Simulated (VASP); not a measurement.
# GePt: Pt into a neighbouring Pt vacancy

Aim: the barrier for one hop in GePt: Pt into a neighbouring Pt vacancy. The start is a cell from a database of measured crystal structures.

Main program and level: VASP 6.6.1; PBEsol; plane waves and PAW (Pt, Ge).

**1. The host crystal**

Symmetry: Pnma, No. 62, orthorhombic system. Conventional cell: a = 5.719 Å, b = 3.697 Å, c = 6.084 Å, α = 90.00°, β = 90.00°, γ = 90.00°. Pt has 6 Ge at 2.48 to 2.65 Å nearest. Ge has 6 Pt at 2.48 to 2.65 Å nearest. Farther neighbours are not listed.

As a file:

```xyz
8
Lattice="5.7190 0.0000 0.0000 0.0000 3.6970 0.0000 0.0000 0.0000 6.0840" Properties=species:S:1:pos:R:3 pbc="T T T"
Pt    0.0029    2.7728    4.9232
Pt    2.8566    0.9243    1.8812
Pt    2.8624    2.7728    4.2028
Pt    5.7161    0.9243    1.1608
Ge    4.6610    2.7728    2.4944
Ge    3.9175    0.9243    5.5364
Ge    1.8015    2.7728    0.5476
Ge    1.0580    0.9243    3.5896
```

**2. Relax the host**

First cell and atoms are relaxed at a raised cutoff, so that later runs start from this functional's own cell.

File INCAR:

```
SYSTEM = GePt
PREC = Accurate
ENCUT = 350
EDIFF = 1E-06
NELM = 120
ISMEAR = 0
SIGMA = 0.1
LREAL = .FALSE.
ALGO = Normal
GGA = PS
NBANDS = 36
LASPH = .TRUE.
LORBIT = 11
LWAVE = .FALSE.
LCHARG = .FALSE.
KPAR = 6
IBRION = 2
NSW = 40
ISIF = 3
EDIFFG = -0.02
POTIM = 0.4
```

File POSCAR:

```
GePt
1.0
    5.7190000000      0.0000000000      0.0000000000
    0.0000000000      3.6970000000      0.0000000000
    0.0000000000      0.0000000000      6.0840000000
Pt Ge
4 4
Direct
    0.0005000000      0.7500000000      0.8092000000
    0.4995000000      0.2500000000      0.3092000000
    0.5005000000      0.7500000000      0.6908000000
    0.9995000000      0.2500000000      0.1908000000
    0.8150000000      0.7500000000      0.4100000000
    0.6850000000      0.2500000000      0.9100000000
    0.3150000000      0.7500000000      0.0900000000
    0.1850000000      0.2500000000      0.5900000000
```

File KPOINTS:

```
Automatic mesh
0
Gamma
4 5 3
0 0 0
```

Potentials, in the order of the species: Pt and Ge (PBE family, release 64).

On the command line:

```
mpirun -np 6 vasp_std
```

The program printed:

```text
[banner, memory and clock lines left out]
running    6 mpi-ranks, on    1 nodes
 distrk:  each k-point on    1 cores,    6 groups
 distr:  one band on    1 cores,    1 groups

 POSCAR found type information on POSCAR PtGe
 POSCAR found :  2 types and       8 ions
|                                                                             |
|           W    W    AA    RRRRR   N    N  II  N    N   GGGG   !!!           |
|           W    W   A  A   R    R  NN   N  II  NN   N  G    G  !!!           |
|           W    W  A    A  R    R  N N  N  II  N N  N  G       !!!           |
|           W WW W  AAAAAA  RRRRR   N  N N  II  N  N N  G  GGG   !            |
|           WW  WW  A    A  R   R   N   NN  II  N   NN  G    G                |
|           W    W  A    A  R    R  N    N  II  N    N   GGGG   !!!           |
|                                                                             |
|     For optimal performance we recommend to set                             |
|       NCORE = 2 up to number-of-cores-per-socket                            |
|     NCORE specifies how many cores store one orbital (NPAR=cpu/NCORE).      |
|     This setting can greatly improve the performance of VASP for DFT.       |
|     The default, NCORE=1 might be grossly inefficient on modern             |
|     multi-core architectures or massively parallel machines. Do your        |
|     Unfortunately you need to use the default for GW and RPA                |
|     calculations (for HF NCORE is supported but not extensively tested      |
|     yet).                                                                   |
|                                                                             |

|                                                                             |
|               ----> ADVICE to this user running VASP <----                  |
|                                                                             |
|     You enforced a specific xc type in the INCAR file but a different       |
|     [... a line on the potential file left out ...]
|     I HOPE YOU KNOW WHAT YOU ARE DOING!                                     |
|                                                                             |

 LDA part: xc-table for (Slater+PW92), standard interpolation
 POSCAR, INCAR and KPOINTS ok, starting setup
 FFT: planning ... GRIDC
 FFT: planning ... GRID_SOFT
 FFT: planning ... GRID
 WAVECAR not read
 entering main loop
       N       E                     dE             d eps       ncg     rms          rms(c)
DAV:   1     0.214546642251E+03    0.21455E+03   -0.20566E+04  1296   0.103E+03
DAV:   2    -0.429814359798E+02   -0.25753E+03   -0.24916E+03  1524   0.228E+02
DAV:   3    -0.535861557608E+02   -0.10605E+02   -0.10410E+02  1580   0.431E+01
DAV:   4    -0.537267680865E+02   -0.14061E+00   -0.14002E+00  1516   0.512E+00
DAV:   5    -0.537289212133E+02   -0.21531E-02   -0.21519E-02  1500   0.625E-01    0.221E+01
DAV:   6    -0.518389086494E+02    0.18900E+01   -0.94340E+00  1428   0.181E+01    0.987E+00
DAV:   7    -0.516059270052E+02    0.23298E+00   -0.75286E-01  1416   0.519E+00    0.543E+00
DAV:   8    -0.515322631876E+02    0.73664E-01   -0.13462E-01  1480   0.182E+00    0.539E-01
DAV:   9    -0.515305617320E+02    0.17015E-02   -0.69702E-03  1484   0.438E-01    0.262E-01
DAV:  10    -0.515304218880E+02    0.13984E-03   -0.13146E-03  1448   0.172E-01    0.640E-02
DAV:  11    -0.515303894040E+02    0.32484E-04   -0.13958E-04  1520   0.614E-02    0.138E-02
DAV:  12    -0.515303912682E+02   -0.18642E-05   -0.71173E-06  1440   0.137E-02    0.893E-03
DAV:  13    -0.515303901087E+02    0.11595E-05   -0.57467E-07   808   0.364E-03    0.112E-03
DAV:  14    -0.515303901023E+02    0.63451E-08   -0.11611E-07   764   0.185E-03
   1 F= -.51530390E+02 E0= -.51522767E+02  d E =-.515304E+02
 curvature:   0.00 expect dE= 0.000E+00 dE for cont linesearch  0.000E+00
 trial: gam= 0.00000 g(F)=  0.131E-02 g(S)=  0.243E-01 ort = 0.000E+00 (trialstep = 0.100E+01)
 search vector abs. value=  0.256E-01
 bond charge predicted
       N       E                     dE             d eps       ncg     rms          rms(c)
DAV:   1    -0.517100518494E+02   -0.17966E+00   -0.31247E+00  1352   0.112E+01    0.266E+00
DAV:   2    -0.515392714997E+02    0.17078E+00   -0.79218E-01  1336   0.575E+00    0.985E-01
DAV:   3    -0.515314034682E+02    0.78680E-02   -0.32627E-02  1360   0.100E+00    0.528E-01
DAV:   4    -0.515293195238E+02    0.20839E-02   -0.13036E-02  1392   0.375E-01    0.956E-02
DAV:   5    -0.515291311872E+02    0.18834E-03   -0.12853E-03  1420   0.198E-01    0.739E-02
DAV:   6    -0.515291527933E+02   -0.21606E-04   -0.12152E-04  1488   0.607E-02    0.132E-02
DAV:   7    -0.515291514095E+02    0.13838E-05   -0.10267E-05  1496   0.179E-02    0.262E-03
DAV:   8    -0.515291516558E+02   -0.24628E-06   -0.11624E-06   756   0.473E-03
   2 F= -.51529152E+02 E0= -.51521628E+02  d E =0.123845E-02
[... from here on, the cycles between the ionic steps are left out ...]
   3 F= -.51536384E+02 E0= -.51528788E+02  d E =-.599383E-02
   4 F= -.51537197E+02 E0= -.51529611E+02  d E =-.813091E-03
   5 F= -.51537847E+02 E0= -.51530289E+02  d E =-.146288E-02
   6 F= -.51537885E+02 E0= -.51530339E+02  d E =-.150134E-02
   7 F= -.51538320E+02 E0= -.51530831E+02  d E =-.434804E-03
   8 F= -.51538448E+02 E0= -.51531050E+02  d E =-.563207E-03
   9 F= -.51538620E+02 E0= -.51531204E+02  d E =-.171224E-03
  10 F= -.51538621E+02 E0= -.51531205E+02  d E =-.172131E-03
 curvature:  -1.16 expect dE=-0.299E-03 dE for cont linesearch -0.104E-06
 trial: gam= 1.09784 g(F)=  0.391E-04 g(S)=  0.218E-03 ort =-0.597E-05 (trialstep = 0.823E+00)
 search vector abs. value=  0.722E-03
 bond charge predicted
       N       E                     dE             d eps       ncg     rms          rms(c)
DAV:   1    -0.515391469622E+02   -0.52549E-03   -0.27633E-02  1308   0.817E-01    0.113E-01
DAV:   2    -0.515388298413E+02    0.31712E-03   -0.11663E-03  1508   0.202E-01    0.443E-02
DAV:   3    -0.515387735000E+02    0.56341E-04   -0.95635E-05  1488   0.500E-02    0.212E-02
DAV:   4    -0.515387591638E+02    0.14336E-04   -0.41616E-05  1464   0.307E-02    0.717E-03
DAV:   5    -0.515387591530E+02    0.10728E-07   -0.23419E-06   952   0.715E-03
  11 F= -.51538759E+02 E0= -.51531332E+02  d E =-.138547E-03
 trial-energy change:   -0.000139  1 .order   -0.000138   -0.000206   -0.000069
 step:   1.2409(harm=  1.2409)  dis= 0.00172  next Energy=   -51.538776 (dE=-0.155E-03)
 reached required accuracy - stopping structural energy minimisation
```

Elapsed: 66 s, on 6 MPI ranks of Intel Xeon Platinum 8259CL at 2.50GHz (Skylake/Cascade Lake), shared host; peak memory 1.2 GiB.

Lines that name or quote the potential files are left out of all logs, and their timing lines are given in words.

Parts of OUTCAR (step 2):

```text
ion  position               nearest neighbor table
   1  0.001  0.750  0.809-   7 2.48   8 2.51   8 2.51   5 2.65   6 2.65   6 2.65   3 2.95   3 2.95
                             4 2.97   4 2.97
   2  0.499  0.250  0.309-   8 2.48   7 2.51   7 2.51   6 2.65   5 2.65   5 2.65   4 2.95   4 2.95
                             3 2.97   3 2.97
   3  0.501  0.750  0.691-   5 2.48   6 2.51   6 2.51   7 2.65   8 2.65   8 2.65   1 2.95   1 2.95
                             2 2.97   2 2.97
   4  0.999  0.250  0.191-   6 2.48   5 2.51   5 2.51   8 2.65   7 2.65   7 2.65   2 2.95   2 2.95
                             1 2.97   1 2.97
   5  0.815  0.750  0.410-   3 2.48   4 2.51   4 2.51   1 2.65   2 2.65   2 2.65
   6  0.685  0.250  0.910-   4 2.48   3 2.51   3 2.51   2 2.65   1 2.65   1 2.65
   7  0.315  0.750  0.090-   1 2.48   2 2.51   2 2.51   3 2.65   4 2.65   4 2.65
   8  0.185  0.250  0.590-   2 2.48   1 2.51   1 2.51   4 2.65   3 2.65   3 2.65

  LATTYP: Found a simple orthorhombic cell.
 ALAT       =     3.6970000000
 B/A-ratio  =     1.5469299432
 C/A-ratio  =     1.6456586421

 Subroutine GETGRP returns: Found  8 space group operations
 (whereof  2 operations were pure point group operations)

The static configuration has the point symmetry S_2 .
 The point group associated with its full space group is D_2h.

 Found     18 irreducible k-points:

   k-points           NKPTS =     18   k-points in BZ     NKDIM =     18   number of bands    NBANDS=     36

   dimension x,y,z NGX =    36 NGY =   24 NGZ =   40
   dimension x,y,z NGXF=    72 NGYF=   48 NGZF=   80

   ENCUT  =  350.0 eV  25.72 Ry    5.07 a.u.   8.72  5.64  9.28*2*pi/ulx,y,z

   NELECT =      56.0000    total number of electrons

 k-points in reciprocal lattice and weights: Automatic mesh
   0.00000000  0.00000000  0.00000000       0.017
   0.25000000  0.00000000  0.00000000       0.033
   0.50000000  0.00000000  0.00000000       0.017
   0.00000000  0.20000000  0.00000000       0.033
   0.25000000  0.20000000  0.00000000       0.067
   0.50000000  0.20000000  0.00000000       0.033
   0.00000000  0.40000000  0.00000000       0.033
   0.25000000  0.40000000  0.00000000       0.067
   0.50000000  0.40000000  0.00000000       0.033
[...]
0.25000000  0.40000000  0.33333333       0.133
   0.50000000  0.40000000  0.33333333       0.067

 average (electrostatic) potential at core
       1 -65.8309       2 -65.8309       3 -65.8309       4 -65.8309       5 -28.2504
       6 -28.2504       7 -28.2504       8 -28.2504

 E-fermi :   8.7242

 k-point     1 :       0.0000    0.0000    0.0000
  band No.  band energies     occupation
    ...
     24       6.0177      2.00000
     25       6.1856      2.00000
     26       7.2346      2.00000
     27       7.2792      2.00000
     28       7.7263      2.00000
     29       9.3418      0.00000
     30       9.6440      0.00000
     31      11.7246      0.00000
     32      11.9451      0.00000
     33      12.0975      0.00000
    ...

 k-point     2 :       0.2500    0.0000    0.0000
  band No.  band energies     occupation
    ...
     24       6.0524      2.00000
     25       6.0791      2.00000
     26       6.8173      2.00000
     27       7.8603      2.00000
     28       8.2332      2.00000
     29       9.8548      0.00000
     30      10.4336      0.00000
     31      10.9683      0.00000
     32      11.5256      0.00000
     33      11.7653      0.00000
    ...

 k-point     3 :       0.5000    0.0000    0.0000
  band No.  band energies     occupation
    ...
     24       6.0302      2.00000
     25       6.2256      2.00000
     26       6.2256      2.00000
     27       8.7296      0.93910
     28       8.7296      0.93910
     29      10.0247      0.00000
     30      10.0247      0.00000
     31      10.9947      0.00000
     32      10.9947      0.00000
     33      12.7712      0.00000
    ...

  Total        0.0706942      0.0143867     -0.0313202      0.0000000      0.0000000      0.0000000
  in kB        0.8729318      0.1776472     -0.3867420      0.0000000      0.0000000      0.0000000
  external PRESSURE =       0.2212790 kB  Pullay stress =       0.0000000 kB

  energy-cutoff  :      350.00
  volume of cell :      129.75
      direct lattice vectors                 reciprocal lattice vectors
     5.735578989 -0.000000000  0.000000000     0.174350314  0.000000000  0.000000000
    -0.000000000  3.697127438  0.000000000     0.000000000  0.270480262  0.000000000
     0.000000000  0.000000000  6.118881956     0.000000000  0.000000000  0.163428549

 POSITION                                       TOTAL-FORCE (eV/Angst)
 -----------------------------------------------------------------------------------
      5.73491      2.77285      4.94484        -0.003945      0.000000     -0.002392
      2.86846      0.92428      1.88540         0.003945     -0.000000     -0.002392
      2.86712      2.77285      4.23348        -0.003945      0.000000      0.002392
      0.00067      0.92428      1.17404         0.003945     -0.000000      0.002392
      4.67221      2.77285      2.52416        -0.001313      0.000000      0.000388
      3.93115      0.92428      5.58361         0.001313     -0.000000      0.000388
      1.80443      2.77285      0.53528        -0.001313      0.000000     -0.000388
      1.06336      0.92428      3.59472         0.001313     -0.000000     -0.000388
 -----------------------------------------------------------------------------------
    total drift:                                0.000000      0.000000      0.000000

  FREE ENERGIE OF THE ION-ELECTRON SYSTEM (eV)
  ---------------------------------------------------
  free  energy   TOTEN  =       -51.5387591530 eV

  energy  without entropy=      -51.5239046554  energy(sigma->0) =      -51.53133190

 reached required accuracy - stopping structural energy minimisation

 total charge
# of ion       s       p       d       tot
------------------------------------------
    1        0.650   0.624   8.178   9.452
    2        0.650   0.624   8.178   9.452
    3        0.650   0.624   8.178   9.452
    4        0.650   0.624   8.178   9.452
    5        1.125   1.138   0.126   2.388
    6        1.125   1.138   0.126   2.388
    7        1.125   1.138   0.126   2.388
    8        1.125   1.138   0.126   2.388
--------------------------------------------------
tot          7.101   7.048  33.212  47.362

[... 3 further parts left out ...]
```

CONTCAR:

```
GePt
   1.00000000000000
     5.7355789894496638   -0.0000000000000000    0.0000000000000000
    -0.0000000000000000    3.6971274383787316    0.0000000000000000
     0.0000000000000000    0.0000000000000000    6.1188819555475424
  Pt              Ge
     4     4
Direct
     0.9998831170923742    0.7500000000000000    0.8081281436045267
     0.5001168829076258    0.2500000000000000    0.3081281436045267
     0.4998831170923741    0.7500000000000000    0.6918718563954733
     0.0001168829076258    0.2500000000000000    0.1918718563954733
     0.8146020968093908    0.7500000000000000    0.4125205186037983
     0.6853979031906092    0.2500000000000000    0.9125205186037982
     0.3146020968093907    0.7500000000000000    0.0874794813962016
     0.1853979031906092    0.2500000000000000    0.5874794813962018
```

The k-mesh is coarse for a metal. The PAW data sets were made with PBE, which is usual practice but a small mismatch for other functionals. The data set Ge keeps the semicore shell frozen, which is cheaper and a little less accurate. The run keeps the 8 symmetry operations of its start, so it cannot find a distortion of lower symmetry.

Step by step:

```csv
step,energy less that of the first step (eV),largest force (eV/Å),pressure (GPa),volume (Å³)
1,0.0000,0.0848,1.61,128.63
2,0.0012,0.0632,-1.84,131.05
3,-0.0060,0.0706,-0.07,129.77
4,-0.0068,0.0482,-0.04,129.76
5,-0.0075,0.0210,0.00,129.75
6,-0.0075,0.0192,0.03,129.74
7,-0.0079,0.0094,-0.03,129.78
8,-0.0081,0.0215,-0.08,129.83
9,-0.0082,0.0114,0.17,129.67
10,-0.0082,0.0116,0.14,129.68
11,-0.0084,0.0046,0.02,129.75
```

```csv
"conventional cell, symmetrised",before,after,change
a (Å),5.719,5.736,+0.3 %
b (Å),3.697,3.697,+0.0 %
c (Å),6.084,6.119,+0.6 %
volume (Å³/atom),16.08,16.22,+0.9 %
```

The atoms that moved most (Å, as changes of fractional coordinates times the final cell):

```csv
atom,dx,dy,dz,length
Ge5,-0.002,0.000,0.015,0.016
Ge7,-0.002,0.000,-0.015,0.016
Ge8,0.002,0.000,-0.015,0.016
Ge6,0.002,0.000,0.015,0.016
Pt1,-0.004,0.000,-0.007,0.007
Pt3,-0.004,0.000,0.007,0.007
Pt2,0.004,0.000,-0.007,0.007
Pt4,0.004,0.000,0.007,0.007
```

The relaxed structure:

```xyz
8
Lattice="5.7356 0.0000 0.0000 0.0000 3.6971 0.0000 0.0000 0.0000 6.1189" Properties=species:S:1:pos:R:3 pbc="T T T"
Pt   -0.0007    2.7728    4.9448
Pt    2.8685    0.9243    1.8854
Pt    2.8671    2.7728    4.2335
Pt    5.7362    0.9243    1.1740
Ge    4.6722    2.7728    2.5242
Ge    3.9312    0.9243    5.5836
Ge    1.8044    2.7728    0.5353
Ge    1.0634    0.9243    3.5947
```

Numbers from this step:

```yaml
electronic_cycles: 67
electrons: 56
free_energy_toten: -51.5388 eV
energy_at_zero_smearing: -51.5313 eV
fermi_energy: 8.724 eV
labelled_metallic_from_the_levels_on_this_mesh: yes
```

The run ended after 11 ionic steps, 0.008 eV below its first step, once forces and stress met EDIFFG = -0.02.

[end of part 1 of 4]

[Lines on the potential files, build, host, timing and source positions are cut from VASP's logs without a mark.]

[Logs are printed without paths, hosts, clocks, repeated set-up lines and the standing remarks that a program may print on its own settings, such as how far it seeks lower states.]

[Hosts, paths, dates, database ids (printed as entryN), source tags and the programs' standing remarks are cut or masked in the printed files.]

[Runs that stopped without an error message from VASP are left out.]
